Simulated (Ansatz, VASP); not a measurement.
# Cross-check of CuC (Cu/C/Cu) between VASP and Ansatz

Wanted: the spread between two codes on one cell, functional and k mesh. The structure shown is the end of the Ansatz relaxation below.

Method: plane waves, with VASP 6.6.1 beside it; single point at PBE, in Ansatz 0.2.0.

### 1. Starting point

The cell holds 16 atoms: 8 Cu and 8 C. Cell: a = 2.567 Å, b = 2.567 Å, c = 39.454 Å, α = 90.0°, β = 90.0°, γ = 120.0°. It derives from  (Cu/C/Cu). Vacuum lies along c.

### 2. Ansatz: relaxation, PBE

Ansatz runs on its default PAW (the set named soft_2) files.

This run makes the geometry at which the two programs are then compared.

input.yaml reads:

```yaml
crystal:
  lattice:
    - [2.567, 0.0, 0.0]
    - [-1.2835, 2.2230872115, 0.0]
    - [0.0, 0.0, 39.4535170811]
  atoms:
    - { symbol: Cu, position: [0.0, 0.0, 0.2027702621] }
    - { symbol: Cu, position: [0.33333333, 0.66666667, 0.2558876002] }
    - { symbol: Cu, position: [0.66666667, 0.33333333, 0.3090049383] }
    - { symbol: Cu, position: [0.0, 0.0, 0.3621222763] }
    - { symbol: C, position: [0.0, 0.0, 0.4161098586] }
    - { symbol: C, position: [0.33333333, 0.66666667, 0.4290160342] }
    - { symbol: C, position: [0.33333333, 0.66666667, 0.467734561] }
    - { symbol: C, position: [0.66666667, 0.33333333, 0.4806407366] }
    - { symbol: C, position: [0.66666667, 0.33333333, 0.5193592634] }
    - { symbol: C, position: [0.0, 0.0, 0.532265439] }
    - { symbol: C, position: [0.0, 0.0, 0.5709839658] }
    - { symbol: C, position: [0.33333333, 0.66666667, 0.5838901414] }
    - { symbol: Cu, position: [0.33333333, 0.66666667, 0.6378777237] }
    - { symbol: Cu, position: [0.66666667, 0.33333333, 0.6909950617] }
    - { symbol: Cu, position: [0.0, 0.0, 0.7441123998] }
    - { symbol: Cu, position: [0.33333333, 0.66666667, 0.7972297379] }
kpoints:
  mp_grid: { grid: [12, 12, 1] }
scf:
  occupations: { method: fermi_dirac, width: 0.1 }
  max_iter: 150
hamiltonian:
  xc: pbe
efield:
  axis: 3
  dipole_correction: true
relax:
  f_tol: 0.04
  max_steps: 60
output:
  forces: true
```

Run with:

```bash
> ansatz run input.yaml --threads 4 --pin off --max-ram 16384MiB --backend cpu --events-out ev --progress --plain --runs-dir out
```

Numbers of over 12 decimals in the logs are rounded to 6 here.

The log of the run:

```text
Engine: ansatz 0.2.0, aarch64-unknown-linux-gnu
Pseudopotentials: kind: paw
Pseudopotential: Cu, paw, valence charge 19, recommended cutoff 420 eV (normal), Cu.paw.azcp
Pseudopotential: C, paw, valence charge 4, recommended cutoff 420 eV (normal), C.paw.azcp
Functional definition: PBE
  parameter kappa = 0.804
  parameter beta = 0.066725
  exchange = pbe_x(kappa = kappa, mu = beta*pi^2/3)
  correlation = pbe_c(beta = beta)
Crystal: 16 atoms, lattice volume = 225.148 Å³
Basis set: ecut = 420 eV, 4493 PW (Γ), exchange–correlation on 36×36×540 points (8 copies of the dense FFT grid, shifted against one another)
Bands: 111, of which v1, the nominal top of the filled ones, is band 92 counted from 1 (91 counted from 0)
Symmetry: 6 space group operations
k-points: 19 of 144 (time reversal used)
Non-local potential: Cu, projectors of the file, l = 0: 3, l = 1: 2, l = 2: 3, l = 3: 1
Non-local potential: C, projectors of the file, l = 0: 2, l = 1: 2, l = 2: 1
PAW form: soft (Blöchl's): semilocal exchange-correlation on the pseudo side does not see the compensation charge
PAW one-centre angular grid: Cu, 590 points (default); XC on 64 Gauss nodes
PAW one-centre angular grid: C, 110 points (default); XC on 64 Gauss nodes
Initial density: superposition of atomic densities (neutral atoms: chi_scale 0, normalization atom), corrected by the library's trained network
Initial wavefunctions: pseudopotential atomic-orbital guess
Functional: x = pbe(κ = 0.804, μ = 0.219515), c = pbe(β = 0.066725)
SCF iter   1: F=—  HF=-55004.750274 eV  |F-HF|=—  |Δ(HF+E_count)|=         —  Δρ=1.98e-2  dr2=2.72e1  ethr=1.77e-3  p=0.000 e·Å  D=6.44e-13 V/Å  ΔV_dip=-0.00 eV  dr2_dipole=5.25e-10  V_vac-E_F(+/−)=5.17/5.17 eV  ⟨swp⟩=6.4  Hψ=8159  notcnv=0  defer=92
efield: sawtooth ramp at fractional position 0.9500 (placed from the atoms, in the widest stretch of the axis that holds none; the zero of the levels goes with the place), width 0.1000; the density the first Hamiltonian is built on has a dipole p = 0.000 e·Å; the dipole correction subtracts the counter field D = 6.44e-13 V/Å, which shifts the + side's vacuum level by -0.00 eV against the − side's; the planar-averaged density in the ramp window peaks in size at 8.1e-5 e/Å³
preconditioner: auto → LDOS  [metal: Δε(μ)=0.115 eV  Ē_g=10.016 eV  σ=0.100 eV  W_gap=0.28  n_scr=32 (ndim 8)  ℏωp=27.1 eV  f_vac=0.335  D(μ)=2.95/eV (n_scr^D=18)  β→1.0]
SCF iter   2: F=—  HF=-55004.887478 eV  |F-HF|=—  |Δ(HF+E_count)|=   1.37e-1  Δρ=2.48e-2  dr2=5.83e1  ethr=1.77e-3  p=-0.000 e·Å  D=-4.52e-6 V/Å  ΔV_dip=0.00 eV  dr2_dipole=8.35e-7  V_vac-E_F(+/−)=4.15/4.15 eV  ⟨swp⟩=2.4  Hψ=2623  notcnv=0  defer=192
SCF iter   3: F=—  HF=-55004.245748 eV  |F-HF|=—  |Δ(HF+E_count)|=   6.42e-1  Δρ=1.25e-2  dr2=7.76e0  ethr=1.77e-3  p=-0.000 e·Å  D=-3.48e-6 V/Å  ΔV_dip=0.00 eV  dr2_dipole=2.14e-7  V_vac-E_F(+/−)=4.61/4.61 eV  ⟨swp⟩=1.8  Hψ=2506  notcnv=0  defer=160
SCF iter   4: F=—  HF=-55004.153139 eV  |F-HF|=—  |Δ(HF+E_count)|=   9.26e-2  Δρ=3.45e-3  dr2=4.61e-1  ethr=1.77e-3  p=-0.000 e·Å  D=-1.27e-6 V/Å  ΔV_dip=0.00 eV  dr2_dipole=1.15e-9  V_vac-E_F(+/−)=4.87/4.87 eV  ⟨swp⟩=1.5  Hψ=2464  notcnv=0  defer=151
SCF iter   5: F=—  HF=-55004.156876 eV  |F-HF|=—  |Δ(HF+E_count)|=   3.74e-3  Δρ=5.30e-3  dr2=1.12e0  ethr=2.51e-4  p=0.000 e·Å  D=3.32e-7 V/Å  ΔV_dip=-0.00 eV  dr2_dipole=4.39e-7  V_vac-E_F(+/−)=4.71/4.71 eV  ⟨swp⟩=1.7  Hψ=2438  notcnv=0  defer=164  recentre
SCF iter   6: F=—  HF=-55004.142864 eV  |F-HF|=—  |Δ(HF+E_count)|=   1.40e-2  Δρ=1.51e-3  dr2=1.40e-2  ethr=2.51e-4  p=-0.000 e·Å  D=-6.28e-7 V/Å  ΔV_dip=0.00 eV  dr2_dipole=1.99e-7  V_vac-E_F(+/−)=4.80/4.80 eV  ⟨swp⟩=1.5  Hψ=2022  notcnv=0  defer=166
SCF iter   7: F=—  HF=-55004.142742 eV  |F-HF|=—  |Δ(HF+E_count)|=   1.22e-4  Δρ=1.01e-3  dr2=5.85e-3  ethr=7.59e-6  p=-0.000 e·Å  D=-4.86e-7 V/Å  ΔV_dip=0.00 eV  dr2_dipole=5.40e-8  V_vac-E_F(+/−)=4.81/4.81 eV  ⟨swp⟩=1.4  Hψ=2449  notcnv=0  defer=167
SCF iter   8: F=—  HF=-55004.142597 eV  |F-HF|=—  |Δ(HF+E_count)|=   1.46e-4  Δρ=4.50e-4  dr2=4.20e-3  ethr=3.18e-6  p=-0.000 e·Å  D=-2.33e-7 V/Å  ΔV_dip=0.00 eV  dr2_dipole=8.27e-9  V_vac-E_F(+/−)=4.82/4.82 eV  ⟨swp⟩=1.6  Hψ=1980  notcnv=0  defer=167
SCF iter   9: F=—  HF=-55004.142430 eV  |F-HF|=—  |Δ(HF+E_count)|=   1.67e-4  Δρ=2.64e-4  dr2=2.87e-4  ethr=2.28e-6  p=0.000 e·Å  D=1.04e-7 V/Å  ΔV_dip=-0.00 eV  dr2_dipole=2.54e-12  V_vac-E_F(+/−)=4.82/4.82 eV  ⟨swp⟩=1.3  Hψ=1943  notcnv=0  defer=167
SCF iter  10: F=—  HF=-55004.142423 eV  |F-HF|=—  |Δ(HF+E_count)|=   6.74e-6  Δρ=1.59e-4  dr2=7.24e-5  ethr=1.56e-7  p=0.000 e·Å  D=3.41e-8 V/Å  ΔV_dip=-0.00 eV  dr2_dipole=1.82e-11  V_vac-E_F(+/−)=4.82/4.82 eV  ⟨swp⟩=2.0  Hψ=2949  notcnv=0  defer=167
[...]
SCF iter   6: F=—  HF=-55004.371760 eV  |F-HF|=—  |Δ(HF+E_count)|=   1.67e-4  Δρ=1.92e-4  dr2=1.31e-4  ethr=5.44e-7  p=-0.000 e·Å  D=-1.21e-7 V/Å  ΔV_dip=0.00 eV  dr2_dipole=9.89e-13  V_vac-E_F(+/−)=4.81/4.81 eV  ⟨swp⟩=2.1  Hψ=2792  notcnv=0  defer=160
SCF iter   7: F=—  HF=-55004.371752 eV  |F-HF|=—  |Δ(HF+E_count)|=   8.13e-6  Δρ=1.21e-4  dr2=4.60e-5  ethr=2.81e-8  p=-0.000 e·Å  D=-7.03e-8 V/Å  ΔV_dip=0.00 eV  dr2_dipole=2.02e-15  V_vac-E_F(+/−)=4.81/4.81 eV  ⟨swp⟩=3.2  Hψ=8041  notcnv=0
SCF iter   8: F=-55004.371736 eV  HF=-55004.371750 eV  |F-HF|=1.36e-5  |Δ(HF+E_count)|=   1.65e-6  Δρ=6.65e-5  dr2=1.68e-5  ethr=2.50e-8  p=-0.000 e·Å  D=-2.78e-8 V/Å  ΔV_dip=0.00 eV  dr2_dipole=1.74e-12  V_vac-E_F(+/−)=4.81/4.81 eV  ⟨swp⟩=4.1  Hψ=6523  notcnv=0
SCF 3 converged in 8 iterations: F = -55004.371736 eV  dr2 = 1.68e-5
relax step   3: F+E_penalty+E_count = -55004.37173641 eV  Δ(F+E_penalty+E_count) = -4.395e-2 eV  max|allowed force component| = 3.342e-1 eV/Å  Δτ_max = 0.0392 Å  (8 SCF iters, dr2 threshold 5.18e-5 eV, accepted)
[...]
relax step   4: F+E_penalty+E_count = -55004.37739610 eV  Δ(F+E_penalty+E_count) = -5.660e-3 eV  max|allowed force component| = 1.927e-2 eV/Å  Δτ_max = 0.0131 Å  (7 SCF iters, dr2 threshold 1.51e-5 eV, accepted)
[...]
relax step   5: F+E_penalty+E_count = -55004.37740420 eV  Δ(F+E_penalty+E_count) = -8.103e-6 eV  max|allowed force component| = 1.843e-2 eV/Å  Δτ_max = 0.0000 Å  (5 SCF iters, accepted)
SCF converged after 5 iterations
Free energy (F): -55004.377404 eV
Harris-Foulkes:  -55004.377404 eV  (|F-HF|=8.44e-9)
Internal energy: -55004.210382 eV  (E = F + TS)
E sigma→0 (E₀):  -55004.293893 eV
Entropy (-TS):   -0.167022 eV (-10.439 meV/atom)
Fermi energy:    7.877537 eV
Dipole field:    D = -0.000001 V/Å  (p = -0.000001 e·Å, saw-weighted, corrected)
Work function:   Φ+ = 4.8107 eV   Φ− = 4.8107 eV
Levels:          The Fermi level and band energies are counted from a zero that moves with the ramp; work functions are not
--- Per-component energies (eV) ---
  E_band       = -4227.195284
  E_kinetic    = 3119.757958
  E_local      = -374464.768309  (includes V_loc(G=0)·N_el)
  E_nonlocal   = 3329.801115
  E_hartree    = 184426.545789
  E_xc         = -1099.617113
  E_vxc        = -1399.552495  (∫ρ·V_xc dr)
  E_paw        = -14094.942807  (= ΣΔE_a)
  E_vpaw       = -3665.490907  (= ΣTr[D̂ρ^β])
  E_aug_tail   = 0.002130  (compensation charges beyond the density's cutoff)
  E_efield     = 0.000000  (sawtooth field / dipole correction)
  E_vefield    = 0.000000  (∫n·V_field dr)
  E_ewald      = 143779.010855
  E_smearing   = -0.167022  (= −TS)
  E_closure    = -0.000000  (closes the sum)
  Σ components = -55004.377404   (vs F -55004.377404, Δ=0.00e0)
--- Forces (eV/Å), atoms counted from 1 ---
  atom   1  Cu     0.00000000     0.00000000     0.00029660
  atom   2  Cu     0.00000000    -0.00000000     0.00081321
  atom   3  Cu     0.00000000     0.00000000     0.00148393
  atom   4  Cu     0.00000000    -0.00000000    -0.00572326
  atom   5  C      0.00000000    -0.00000000     0.00272582
  atom   6  C     -0.00000000     0.00000000    -0.01842506
  atom   7  C      0.00000000    -0.00000000     0.01716413
  atom   8  C      0.00000000     0.00000000    -0.00216976
  atom   9  C      0.00000000    -0.00000000     0.00216954
  atom  10  C      0.00000000     0.00000000    -0.01716374
  atom  11  C     -0.00000000    -0.00000000     0.01842427
  atom  12  C      0.00000000     0.00000000    -0.00272520
  atom  13  Cu     0.00000000     0.00000000     0.00572344
  atom  14  Cu     0.00000000    -0.00000000    -0.00148392
  atom  15  Cu     0.00000000     0.00000000    -0.00081319
  atom  16  Cu     0.00000000    -0.00000000    -0.00029665
  max |Σ_I F_I| component: 1.69e-7 eV/Å
--- Relaxed structure (5 steps of the walk, 5 accepted, 0 SCFs on fresh bases) ---
  F+E_penalty+E_count = -55004.37740420 eV   max|allowed force component| = 1.843e-2 eV/Å
  atoms:
    - { symbol: Cu, position: [-1.8503717059853013e-17, -2.949029909160572e-17, 0.206071] }
    - { symbol: Cu, position: [0.333333, 0.666667, 0.258485] }
    - { symbol: Cu, position: [0.666667, 0.333333, 0.311142] }
    - { symbol: Cu, position: [-1.8503717059853013e-17, -2.949029909160572e-17, 0.364134] }
    - { symbol: C, position: [-1.8503717059853013e-17, -2.9490299091605714e-17, 0.415919] }
    - { symbol: C, position: [0.333333, 0.666667, 0.427151] }
    - { symbol: C, position: [0.333333, 0.666667, 0.467567] }
    - { symbol: C, position: [0.666667, 0.333333, 0.480176] }
    - { symbol: C, position: [0.666667, 0.333333, 0.519824] }
    - { symbol: C, position: [-1.8503717059853013e-17, -2.949029909160572e-17, 0.532433] }
    - { symbol: C, position: [-1.8503717059853016e-17, -2.9490299091605727e-17, 0.572849] }
    - { symbol: C, position: [0.333333, 0.666667, 0.584081] }
    - { symbol: Cu, position: [0.333333, 0.666667, 0.635866] }
    - { symbol: Cu, position: [0.666667, 0.333333, 0.688858] }
    - { symbol: Cu, position: [-1.8503717059853007e-17, -2.949029909160571e-17, 0.741515] }
    - { symbol: Cu, position: [0.333333, 0.666667, 0.793929] }
```

(Continued in part 2 of 2.)

[Lines on the potential files, build, host, timing and source positions are cut from VASP's logs without a mark.]

[Logs are printed without paths, hosts, clocks, repeated set-up lines and the standing remarks that a program may print on its own settings, such as how far it seeks lower states.]

[Hosts, paths, dates, database ids (printed as entryN), source tags and the programs' standing remarks are cut or masked in the printed files.]
